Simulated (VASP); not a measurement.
Input of a VASP 6.6.1 run:

Contents of INCAR:

```
ALGO     = Fast           # electronic algorithm
EDIFF    = 1E-6           # SCF threshold, eV
ENCUT    = 520            # plane-wave cutoff, eV
GGA      = PS             # functional
ISIF     = 2              # what is computed and relaxed
ISMEAR   = -1             # smearing method
LASPH    = T              # aspherical terms in the spheres
LCHARG   = F              # write CHGCAR
LREAL    = Auto         
LWAVE    = F              # write WAVECAR
NBANDS   = 80             # bands
NELM     = 100            # most SCF steps
PREC     = Accurate       # precision mode
SIGMA    = 0.1            # smearing width, eV
```

KPOINTS

```
Automatic mesh
0
Gamma
  3 3 3
  0.5 0.5 0
```

The input POSCAR:

```
Tl2SeOF4
1.0
    6.3301577000      0.2664952800      0.0786408900
    2.8736968700     -6.7225511000     -0.1763387800
   -0.0842311200     -0.2112602500     -6.5987975400
Tl F O Se
4 8 2 2
Direct
    0.5681590000      0.8620760000      0.7482050000
    0.4349860000      0.1354210000      0.2334940000
    0.2431070000      0.5184050000      0.7375700000
    0.7565980000      0.4862270000      0.2523890000
    0.1206140000      0.2331650000      0.9404940000
    0.8946350000      0.7663040000      0.4609250000
    0.3204960000      0.7825850000      0.0464200000
    0.6663420000      0.2293020000      0.5550920000
    0.8652340000      0.8040200000      0.0506250000
    0.1253430000      0.2058630000      0.5571540000
    0.6619730000      0.2203160000      0.9559000000
    0.3360880000      0.7773580000      0.4458590000
    0.7897020000      0.4372370000      0.7516860000
    0.2301060000      0.5331710000      0.2457010000
    0.8960140000      0.2073890000      0.7402450000
    0.1050970000      0.7986880000      0.2545740000
```

Potentials or basis: VASP PAW PBE potentials, release 64 (Tl_d, F, O, Se).

Command:

```console
$ cat potpaw_PBE.64/Tl_d/POTCAR potpaw_PBE.64/F/POTCAR potpaw_PBE.64/O/POTCAR potpaw_PBE.64/Se/POTCAR > POTCAR
$ mpirun -np 1 vasp_std > vasp.out
```

(1) Estimate the largest force.

(2) What does it give for the pressure?

Answers

(1) 4.991 eV/Å.

(2) 1.2 GPa.

Caveat: the PAW data sets were made with another functional, which shifts forces and pressure a little.
